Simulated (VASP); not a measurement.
Output of a VASP run:

### OSZICAR
```
       N       E                     dE             d eps       ncg     rms          rms(c)
DAV:   1     0.728284749600E+02    0.72828E+02   -0.79751E+03  1178   0.188E+03
DAV:   2    -0.812980790707E+01   -0.80958E+02   -0.79344E+02  1106   0.283E+02
DAV:   3    -0.114320567053E+02   -0.33022E+01   -0.32915E+01  1267   0.637E+01
DAV:   4    -0.114730596345E+02   -0.41003E-01   -0.40997E-01  1375   0.647E+00
DAV:   5    -0.114739625035E+02   -0.90287E-03   -0.90287E-03  1330   0.830E-01    0.943E+00
DAV:   6    -0.125231453459E+02   -0.10492E+01   -0.22329E+01  1182   0.592E+01    0.114E+01
DAV:   7    -0.105277940494E+02    0.19954E+01   -0.90234E+00  1093   0.437E+01    0.174E+00
DAV:   8    -0.105108538437E+02    0.16940E-01   -0.22748E-01  1215   0.495E+00    0.623E-01
DAV:   9    -0.105050830300E+02    0.57708E-02   -0.18523E-02  1360   0.210E+00    0.114E-01
DAV:  10    -0.105048429033E+02    0.24013E-03   -0.59075E-04  1359   0.334E-01    0.604E-02
DAV:  11    -0.105048312829E+02    0.11620E-04   -0.59735E-05  1368   0.122E-01    0.120E-02
DAV:  12    -0.105048304479E+02    0.83502E-06   -0.33277E-06  1065   0.304E-02
   1 F= -.10504830E+02 E0= -.10483582E+02  d E =-.424974E-01
```

**OUTCAR**
```
------------------------ aborting loop because EDIFF is reached ----------------------------------------
  FORCE on cell =-STRESS in cart. coord.  units (eV):
  Direction    XX          YY          ZZ          XY          YZ          ZX
  --------------------------------------------------------------------------------------
  Total        0.0835937      0.0835937      0.0835937      0.0000000      0.0000000      0.0000000
  in kB        5.6066902      5.6066902      5.6066902      0.0000000      0.0000000      0.0000000
  external PRESSURE =       5.6066902 kB  Pullay stress =       0.0000000 kB
  volume of cell :       23.89
      direct lattice vectors                 reciprocal lattice vectors
     2.880000000  0.000000000  0.000000000     0.347222222  0.000000000  0.000000000
     0.000000000  2.880000000  0.000000000     0.000000000  0.347222222  0.000000000
     0.000000000  0.000000000  2.880000000     0.000000000  0.000000000  0.347222222
 POSITION                                       TOTAL-FORCE (eV/Angst)
 -----------------------------------------------------------------------------------
      1.44000      1.44000      1.44000         0.000000      0.000000      0.000000
      0.00000      0.00000      0.00000         0.000000      0.000000      0.000000
 -----------------------------------------------------------------------------------
    total drift:                                0.000000      0.000000      0.000000
  FREE ENERGIE OF THE ION-ELECTRON SYSTEM (eV)
  ---------------------------------------------------
  free  energy   TOTEN  =       -10.5048304479 eV

  energy  without entropy=      -10.4623330021  energy(sigma->0) =      -10.48358172
```
(Selected blocks of OUTCAR.)

File POSCAR:
```
CoGa
1
    2.8800000000     0.0000000000     0.0000000000
    0.0000000000     2.8800000000     0.0000000000
    0.0000000000     0.0000000000     2.8800000000
Ga Co
1 1
Direct
  0.5000000000   0.5000000000   0.5000000000
  0.0000000000   0.0000000000   0.0000000000
```

Q: Reconstruct the remaining input files.

A: One answer among several that fit: the input of the run itself, PBE GGA, plane waves, VASP's PBE PAW potentials (set 64).

### INCAR
```
SYSTEM = CoGa
PREC = Accurate
ENCUT = 300
EDIFF = 1E-6
NELM = 100
ALGO = Normal
LREAL = .FALSE.
LASPH = .TRUE.
ISMEAR = -1
SIGMA = 0.1
GGA = PE
LMAXMIX = 4
LWAVE = .FALSE.
LCHARG = .FALSE.
ISIF = 2
```

### KPOINTS
```
Automatic mesh
0
Gamma
8 8 8
0 0 0
```

POTCAR, in this order: Ga_d Co (PBE.64 set). Program: vasp_std.

At this cut-off the stress carries a Pulay error, which pulls relaxed volumes low.

The structure is a typed CoGa crystal (Pm-3m). The cell was not relaxed at this level. The run is not spin-polarised, so no magnetic state was tried.
